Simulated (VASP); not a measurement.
Crystal: CaZr.

```
CELL_PARAMETERS angstrom
3.37668 0.00000 0.00000
0.00000 3.37668 0.00000
0.00000 0.00000 3.37668
ATOMIC_POSITIONS crystal
Ca 0.00000 0.00000 0.00000
Zr 0.50000 0.50000 0.50000
```

The cell was built by a generator and needn't be a form met in nature.

The cell isn't the ideal one: species swapped into the TaTc type (Pm-3m, No. 221).

| Quantity | Value |
| --- | --- |
| Program | VASP 6.6.1 |
| Task | relaxation of cell and atoms |
| Functional | PBE |
| Potentials or basis | VASP PAW PBE potentials, release 64 (Ca_sv, Zr_sv) |
| Cutoff | 600 eV |
| k mesh | 6 × 6 × 6 |
| Occupations | gaussian, width 0.1 eV |
| Spin | no spin polarisation |

At the start: pressure 32.1 GPa; volume 19.25 Å³/atom.

Question: Where does the relaxation end?

Answer: Over 6 steps the energy falls by 756.1 meV/atom and the volume is 29.01 Å³/atom (+50.7 %); space group Pm-3m (No. 221, to 0.05 Å).

The path:
| step | energy change (eV) | largest force (eV/Å) | pressure (GPa) | volume (Å³) |
| --- | --- | --- | --- | --- |
| 1 | 0.0000 | 0.0000 | 32.12 | 38.50 |
| 2 | -0.9657 | 0.0000 | -2.72 | 64.26 |
| 3 | -1.4601 | 0.0000 | 3.93 | 53.50 |
| 4 | -1.5088 | 0.0000 | -0.86 | 59.21 |
| 5 | -1.5118 | 0.0000 | 0.29 | 57.59 |
| 6 | -1.5121 | 0.0000 | -0.03 | 58.03 |

Final structure:
```xyz
2
Lattice="3.8714 0.0000 0.0000 0.0000 3.8714 0.0000 0.0000 0.0000 3.8714" Properties=species:S:1:pos:R:3 pbc="T T T"
Ca    0.0000    0.0000    0.0000
Zr    1.9357    1.9357    1.9357
```

Caveat: the volume moved by over 15 % at a fixed basis, so the end points are rough.
